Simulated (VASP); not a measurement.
```xyz
2
Lattice="0.0000 2.4917 2.4917 2.4917 0.0000 2.4917 2.4917 2.4917 0.0000" Properties=species:S:1:pos:R:3 pbc="T T T"
Y      0.0000     0.0000     0.0000
N      2.4917     2.4917     2.4917
```

These are PBE GGA, VASP's PBE PAW potentials (set 64) (plane waves; VASP 6.6.1) values and carry that method's errors. Run with 400 eV cut-off, 6×6×6 Γ-centred mesh, Gaussian smearing of 0.27 eV, potentials Y_sv N.

At this cut-off the stress carries a Pulay error, which pulls relaxed volumes low.

Task: Give the stress tensor in GPa (positive for a compressed cell).

Result: 
```
-9.07   0.00   0.00
 0.00  -9.07   0.00
 0.00   0.00  -9.07
```
The pressure is its mean diagonal, -9.07 GPa.

The structure comes from a computed database's YN entry; how it stands against other phases isn't given here. The cell was not relaxed at this level.
